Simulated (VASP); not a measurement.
Data:

```yaml
crystal:
  lattice:
    - [1.51980, -2.63237, 0.00000]
    - [1.51980, 2.63237, 0.00000]
    - [0.00000, 0.00000, 5.73240]
  atoms:
    - { symbol: Cd, position: [0.33333, 0.66667, 0.25000] }
    - { symbol: Cd, position: [0.66667, 0.33333, 0.75000] }
```

Calculation: PBE GGA, VASP's PBE PAW potentials (set 64) (plane waves; VASP). Settings: PREC = Low, 400 eV cut-off, 12×12×6 Γ-centred mesh, first-order Methfessel-Paxton smearing of 0.10 eV, potentials Cd.

Problem. Estimate the energy per atom (σ→0), band gap (on the k-mesh) with the smallest direct gap where there is one.

Solution. 
- band gap (on the k-mesh): none (metal, semimetal or under 0.01 eV)
- energy per atom (σ→0): -0.746 eV/atom

Total energies compare only between runs with the same potentials, cut-off and functional.

The compound is Cd in the hcp structure. The cell was not relaxed at this level. The run is one of a series of settings (PREC = Low against the base run), some of them coarse on purpose.
